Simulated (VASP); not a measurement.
These are r2SCAN+rVV10, VASP's PBE PAW potentials (set 64) (plane waves; VASP 6.6.1) values and carry that method's errors.

The input files of a VASP run:

INCAR:
```
SYSTEM = SnTe
PREC = Accurate; ENCUT = 520; LREAL = .FALSE.
LASPH = .TRUE.
EDIFF = 1E-7; NELM = 100; ALGO = Normal
LMAXMIX = 4; LMIXTAU = .TRUE.
ISMEAR = 0; SIGMA = 0.05
METAGGA = R2SCAN; LUSE_VDW = .TRUE.; BPARAM = 11.95
CPARAM = 0.0093
ISIF = 2
LWAVE = .FALSE.; LCHARG = .FALSE.
```

File KPOINTS:
```
Automatic mesh
0
Gamma
7 7 7
0 0 0
```

### POSCAR
```
SnTe
1
    0.0000000000     3.1991611672     3.1991611672
    3.1991611672     0.0000000000     3.1991611672
    3.1991611672     3.1991611672     0.0000000000
Sn Te
1 1
Direct
  0.0000000000   0.0000000000   0.0000000000
  0.5000000000   0.5000000000   0.5000000000
```

POTCAR, in this order: Sn_d Te (PBE.64 set). Program: vasp_std.

What VASP printed:

**OSZICAR**
```
       N       E                     dE             d eps       ncg     rms          rms(c)
DAV:   1     0.762886570147E+02    0.76289E+02   -0.98470E+03   560   0.161E+03
DAV:   2    -0.424838339895E+02   -0.11877E+03   -0.11680E+03   584   0.367E+02
DAV:   3    -0.529907545120E+02   -0.10507E+02   -0.10371E+02   722   0.995E+01
DAV:   4    -0.532585202894E+02   -0.26777E+00   -0.26769E+00   626   0.176E+01
DAV:   5    -0.532695486025E+02   -0.11028E-01   -0.11028E-01   798   0.345E+00    0.427E+00
DAV:   6    -0.500665532931E+02    0.32030E+01   -0.93237E-01   674   0.162E+01    0.328E+00
DAV:   7    -0.499648226877E+02    0.10173E+00   -0.78071E-01   560   0.916E+00    0.981E-01
DAV:   8    -0.500966786892E+02   -0.13186E+00   -0.64519E-01   572   0.616E+00    0.524E-01
DAV:   9    -0.501255900006E+02   -0.28911E-01   -0.21942E-02   614   0.115E+00    0.488E-01
DAV:  10    -0.501147341625E+02    0.10856E-01   -0.56780E-03   638   0.538E-01    0.649E-01
DAV:  11    -0.501434766395E+02   -0.28742E-01   -0.99237E-02   560   0.220E+00    0.157E-01
DAV:  12    -0.501451902675E+02   -0.17136E-02   -0.52188E-03   590   0.555E-01    0.118E-01
DAV:  13    -0.501437275862E+02    0.14627E-02   -0.10889E-03   614   0.289E-01    0.235E-01
DAV:  14    -0.501454776583E+02   -0.17501E-02   -0.36027E-03   560   0.586E-01    0.331E-02
DAV:  15    -0.501455505430E+02   -0.72885E-04   -0.11645E-04   644   0.946E-02    0.158E-02
DAV:  16    -0.501455553862E+02   -0.48432E-05   -0.52706E-06   618   0.255E-02    0.727E-03
DAV:  17    -0.501455627380E+02   -0.73518E-05   -0.85290E-06   596   0.310E-02    0.761E-03
DAV:  18    -0.501455686835E+02   -0.59454E-05   -0.21514E-05   560   0.473E-02    0.317E-03
DAV:  19    -0.501455683662E+02    0.31725E-06   -0.79087E-07   626   0.965E-03    0.295E-03
DAV:  20    -0.501455687915E+02   -0.42527E-06   -0.92664E-08   340   0.273E-03    0.158E-03
DAV:  21    -0.501455688783E+02   -0.86792E-07   -0.12139E-07   298   0.322E-03
   1 F= -.50145569E+02 E0= -.50145569E+02  d E =-.293994E-16
```

### OUTCAR
```
------------------------ aborting loop because EDIFF is reached ----------------------------------------
  FORCE on cell =-STRESS in cart. coord.  units (eV):
  Direction    XX          YY          ZZ          XY          YZ          ZX
  --------------------------------------------------------------------------------------
  Total       -0.5232143     -0.5232143     -0.5232143     -0.0000000      0.0000000      0.0000000
  in kB      -12.8012332    -12.8012332    -12.8012332     -0.0000000      0.0000000      0.0000000
  external PRESSURE =     -12.8012332 kB  Pullay stress =       0.0000000 kB
  volume of cell :       65.48
      direct lattice vectors                 reciprocal lattice vectors
     0.000000000  3.199161167  3.199161167    -0.156290969  0.156290969  0.156290969
     3.199161167  0.000000000  3.199161167     0.156290969 -0.156290969  0.156290969
     3.199161167  3.199161167  0.000000000     0.156290969  0.156290969 -0.156290969
 POSITION                                       TOTAL-FORCE (eV/Angst)
 -----------------------------------------------------------------------------------
      0.00000      0.00000      0.00000         0.000000      0.000000      0.000000
      3.19916      3.19916      3.19916        -0.000000     -0.000000     -0.000000
 -----------------------------------------------------------------------------------
    total drift:                               -0.000000      0.000000      0.000000
  FREE ENERGIE OF THE ION-ELECTRON SYSTEM (eV)
  ---------------------------------------------------
  free  energy   TOTEN  =       -50.1455688783 eV

  energy  without entropy=      -50.1455688783  energy(sigma->0) =      -50.14556888
```
(Selected blocks of OUTCAR.)

The compound is SnTe in the rock salt structure, which distorts at low temperature. This cell is one point of a volume scan, at 1.03 of the reference volume.
